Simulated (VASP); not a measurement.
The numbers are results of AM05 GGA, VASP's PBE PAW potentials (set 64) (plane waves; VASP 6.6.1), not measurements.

VASP input:

### POSCAR
```
Er
1
    1.7666383335    -3.0599069248    -0.0000000000
    1.7666383335     3.0599069248    -0.0000000000
   -0.0000000000     0.0000000000     5.4418904177
Er
2
Direct
  0.3333330000   0.6666670000   0.2500000000
  0.6666670000   0.3333330000   0.7500000000
```

KPOINTS:
```
Automatic mesh
0
Gamma
11 11 6
0 0 0
```

### INCAR
```
LMAXMIX  =  6
EDIFF  =  1E-6
SYSTEM  =  Er
ALGO  =  Normal   # blocked Davidson
PREC  =  Accurate
SIGMA  =  0.1
LCHARG  =  .FALSE.
NELM  =  100   # most electronic steps
LREAL  =  .FALSE.   # projection in real space or not
NSW  =  60   # most ionic steps
IBRION  =  2   # conjugate gradients
ISMEAR  =  1   # Methfessel-Paxton
EDIFFG  =  -0.01   # ionic stop
GGA  =  AM   # AM05
LASPH  =  .TRUE.   # aspherical one-centre terms
ENCUT  =  520
LWAVE  =  .FALSE.
ISIF  =  3
```

POTCAR, in this order: Er_3 (PBE.64 set). Program: vasp_std.

The run wrote:

File OUTCAR:
```
 ion  position               nearest neighbor table
   1  0.333  0.667  0.250-   2 3.40   2 3.40   2 3.40   2 3.40   2 3.40   2 3.40
   2  0.667  0.333  0.750-   1 3.40   1 3.40   1 3.40   1 3.40   1 3.40   1 3.40
  LATTYP: Found a hexagonal cell.
 ALAT       =     3.5332762968
 C/A-ratio  =     1.5401825276
 Subroutine PRICEL returns:
 Original cell was already a primitive cell.
 Subroutine GETGRP returns: Found 24 space group operations
The static configuration has the point symmetry D_3d.
 The point group associated with its full space group is D_6h.
The dynamic configuration has the point symmetry D_3d.
 Subroutine INISYM returns: Found 24 space group operations
 Subroutine IBZKPT returns following result:
 Found     64 irreducible k-points:

 Following reciprocal coordinates:
            Coordinates               Weight
  0.000000  0.000000  0.000000      1.000000
  0.090909  0.000000  0.000000      6.000000
  0.181818  0.000000  0.000000      6.000000
  0.272727  0.000000  0.000000      6.000000
  0.363636 -0.000000  0.000000      6.000000
  0.454545  0.000000  0.000000      6.000000
  0.090909  0.090909  0.000000      6.000000
  0.181818  0.090909  0.000000     12.000000
  0.272727  0.090909  0.000000     12.000000
  0.363636  0.090909  0.000000     12.000000
  0.454545  0.090909  0.000000      6.000000
  0.181818  0.181818  0.000000      6.000000
  0.272727  0.181818  0.000000     12.000000
  0.363636  0.181818  0.000000     12.000000
  0.272727  0.272727  0.000000      6.000000
  0.363636  0.272727  0.000000      6.000000
  0.000000  0.000000  0.166667      2.000000
  0.090909  0.000000  0.166667     12.000000
  0.181818  0.000000  0.166667     12.000000
  0.272727  0.000000  0.166667     12.000000
  0.363636 -0.000000  0.166667     12.000000
  0.454545  0.000000  0.166667     12.000000
...
```

OSZICAR:
```
       N       E                     dE             d eps       ncg     rms          rms(c)
DAV:   1     0.479049230173E+02    0.47905E+02   -0.87296E+03  2786   0.138E+03
DAV:   2    -0.678562965329E+01   -0.54691E+02   -0.53236E+02  2786   0.547E+02
DAV:   3    -0.929477165509E+01   -0.25091E+01   -0.23765E+01  3037   0.591E+01
DAV:   4    -0.942259604109E+01   -0.12782E+00   -0.12179E+00  3026   0.101E+01
DAV:   5    -0.942759036856E+01   -0.49943E-02   -0.49816E-02  2908   0.163E+00    0.253E+01
DAV:   6    -0.941705781280E+01    0.10533E-01   -0.33085E-02  2806   0.334E+00    0.151E+01
DAV:   7    -0.942157423492E+01   -0.45164E-02   -0.57261E-02  2709   0.443E+00    0.365E-01
DAV:   8    -0.942122643043E+01    0.34780E-03   -0.34643E-03  2674   0.911E-01    0.794E-02
DAV:   9    -0.942122113752E+01    0.52929E-05   -0.21156E-04  2824   0.210E-01    0.302E-02
DAV:  10    -0.942121777063E+01    0.33669E-05   -0.19002E-05  2856   0.548E-02    0.323E-02
DAV:  11    -0.942121790306E+01   -0.13243E-06   -0.64315E-07  1612   0.144E-02
   1 F= -.94212179E+01 E0= -.94226204E+01  d E =-.942122E+01
```

**OUTCAR**
```
------------------------ aborting loop because EDIFF is reached ----------------------------------------
  FORCE on cell =-STRESS in cart. coord.  units (eV):
  Direction    XX          YY          ZZ          XY          YZ          ZX
  --------------------------------------------------------------------------------------
  Total       -0.0078428     -0.0078428      0.0056226      0.0000000      0.0000000     -0.0000000
  in kB       -0.2135731     -0.2135730      0.1531127      0.0000000      0.0000000     -0.0000000
  external PRESSURE =      -0.0913445 kB  Pullay stress =       0.0000000 kB
  volume of cell :       58.83
      direct lattice vectors                 reciprocal lattice vectors
     1.766638333 -3.059906925  0.000000000     0.283023407 -0.163403663  0.000000000
     1.766638333  3.059906925  0.000000000     0.283023407  0.163403663  0.000000000
     0.000000000  0.000000000  5.441890418     0.000000000  0.000000000  0.183759672
 POSITION                                       TOTAL-FORCE (eV/Angst)
 -----------------------------------------------------------------------------------
      1.76664      1.01997      1.36047         0.000000      0.000000      0.000000
      1.76664     -1.01997      4.08142        -0.000000     -0.000000      0.000000
 -----------------------------------------------------------------------------------
    total drift:                               -0.000002      0.000084     -0.000012
  FREE ENERGIE OF THE ION-ELECTRON SYSTEM (eV)
  ---------------------------------------------------
  free  energy   TOTEN  =        -9.4212179031 eV

  energy  without entropy=       -9.4254255099  energy(sigma->0) =       -9.42262044

 reached required accuracy - stopping structural energy minimisation
```
(Selected blocks of OUTCAR.)

The 4f electrons are frozen in the core of the lanthanide potential, so 4f levels, which can set the real gap, and their magnetism are missing.

The compound is Er in the hcp structure. It was relaxed first. The start is the result of an earlier pass.
